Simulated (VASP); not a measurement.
The system is GeSb2Te4.

```xyz
7
Lattice="4.5752 0.0000 0.0000 0.0000 4.5752 0.0000 0.0000 0.0000 9.9106" Properties=species:S:1:pos:R:3 pbc="T T T"
Ge    2.2876    2.2876    0.0000
Sb    2.2876    0.0000    2.3300
Sb    0.0000    2.2876    7.5806
Te    2.2876    2.2876    4.9553
Te    0.0000    0.0000    4.9553
Te    2.2876    0.0000    8.6408
Te    0.0000    2.2876    1.2698
```

The cell was built by a generator and needn't be a form met in nature.

* Program: VASP 6.6.1
* Task: relaxation of cell and atoms
* Functional: PBE
* Potentials or basis: VASP PAW PBE potentials, release 64 (Ge_d, Sb, Te)
* Cutoff: 520 eV
* k mesh: 3 × 3 × 2
* Occupations: gaussian, width 0.15 eV
* Spin: no spin polarisation

At the start: pressure 1.6 GPa; volume 29.64 Å³/atom.

How do energy, volume and symmetry change on relaxing?

Over 11 steps the energy falls by 167.4 meV/atom and the volume is 29.92 Å³/atom (+1.0 %); space group P-4m2 (No. 115, to 0.05 Å).

Step by step:
| step | energy change (eV) | largest force (eV/Å) | pressure (GPa) | volume (Å³) |
| --- | --- | --- | --- | --- |
| 1 | 0.0000 | 1.9285 | 1.60 | 207.45 |
| 2 | -0.4244 | 1.3259 | -1.05 | 216.43 |
| 3 | -0.5897 | 0.9085 | -2.60 | 224.10 |
| 4 | -0.5212 | 0.3086 | -4.85 | 239.86 |
| 5 | -0.6277 | 0.6549 | -3.47 | 229.37 |
| 6 | -0.9061 | 0.4807 | -2.52 | 223.13 |
| 7 | -1.1086 | 0.2615 | -0.95 | 214.69 |
| 8 | -1.1220 | 0.2461 | -0.31 | 211.53 |
| 9 | -1.1491 | 0.1898 | 0.18 | 209.70 |
| 10 | -1.1670 | 0.0847 | 0.62 | 206.88 |
| 11 | -1.1716 | 0.0556 | -0.16 | 209.45 |

Final structure:
```
CELL_PARAMETERS angstrom
4.46421 0.00000 0.00000
0.00000 4.46421 0.00000
0.00000 0.00000 10.50959
ATOMIC_POSITIONS crystal
Ge 0.50000 0.50000 0.00000
Sb 0.50000 0.00000 0.25774
Sb 0.00000 0.50000 0.74226
Te 0.50000 0.50000 0.50000
Te 0.00000 0.00000 0.50000
Te 0.50000 0.00000 0.82651
Te 0.00000 0.50000 0.17349
```

Caveat: the k mesh is coarse (spacing up to 0.46 Å⁻¹), so the values aren't converged.
